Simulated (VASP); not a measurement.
An input for Quantum ESPRESSO's pw.x (written as the equivalent of a VASP run, and not itself run):

```
&CONTROL
  calculation = 'scf'
  pseudo_dir = './pseudo'
  outdir = './out'
  tprnfor = .true.
  tstress = .true.
/
&SYSTEM
  ibrav = 0
  nat = 2
  ntyp = 2
  ecutwfc = 84
  occupations = 'smearing'
  smearing = 'gaussian'
  degauss = 0.000735
  input_dft = 'pbe'
/
&ELECTRONS
  conv_thr = 7.3e-10
  electron_maxstep = 100
/
ATOMIC_SPECIES
  B 10.810 B.upf
  N 14.007 N.upf
CELL_PARAMETERS angstrom
     0.0000000    1.8075000    1.8075000
     1.8075000    0.0000000    1.8075000
     1.8075000    1.8075000    0.0000000
ATOMIC_POSITIONS crystal
  B    0.0000000  0.0000000  0.0000000
  N    0.2500000  0.2500000  0.2500000
K_POINTS automatic
  4 4 4 0 0 0
```

Problem. Write the VASP files for the same calculation (PBE).

Solution. This is not unique; one that fits is 
### INCAR
```
LASPH = T
LWAVE = T
ISMEAR = 0
PREC = Normal
SIGMA = 0.01   # width (eV)
SYSTEM = BN
ALGO = Normal   # blocked Davidson
EDIFF = 1E-8
LREAL = F   # projection in real space or not
ENCUT = 500
GGA = PE   # PBE
NELM = 100   # most electronic steps
LCHARG = F
```

### POSCAR
```
BN
1
    0.0000000000     1.8075000000     1.8075000000
    1.8075000000     0.0000000000     1.8075000000
    1.8075000000     1.8075000000     0.0000000000
B N
1 1
Direct
  0.0000000000   0.0000000000   0.0000000000
  0.2500000000   0.2500000000   0.2500000000
```

### KPOINTS
```
K-points
0
gamma
 4 4 4
0 0 0
```

POTCAR, in this order: B_GW N_GW_new (PBE.64 set). Program: vasp_std.

Limits of the translation: the potentials are each code's own (VASP's PAW set, PseudoDojo norm-conserving files in pw.x), so ENCUT and ecutwfc are chosen apart and not converted; conv_thr bounds pw.x's estimated SCF error, while EDIFF bounds the energy change between steps.

The compound is BN in the zinc blende structure. The cell was not relaxed at this level. The k-mesh is coarse (spacing up to 0.75 per Å, 2π included), so the numbers may not be converged in it.
